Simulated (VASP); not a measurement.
Consider the following.

```xyz
4
Lattice="2.6551 0.0000 0.0000 -1.3275 2.2994 0.0000 0.0000 0.0000 23.4769" Properties=species:S:1:pos:R:3 pbc="T T T"
Zn     1.3275     0.7665     8.1852
Zn     1.3275     0.7665    12.9027
Zn     0.0000     1.5329    10.5742
Zn     0.0000     1.5329    15.2917
```

Level of theory: r2SCAN meta-GGA, VASP's PBE PAW potentials (set 64) (plane waves; VASP). Run with PREC = Normal, 400 eV cut-off, 12×12×1 Γ-centred mesh, first-order Methfessel-Paxton smearing of 0.10 eV, potentials Zn.

Estimate the energy per atom (σ→0), band gap (on the k-mesh) with the smallest direct gap where there is one.

| Property | Result |
|---|---|
| band gap (on the k-mesh) | none (metal, semimetal or under 0.01 eV) |
| energy per atom (σ→0) | -8.814 eV/atom |

The cell is a thin slab with vacuum, built from Zn (hcp): (001) face.
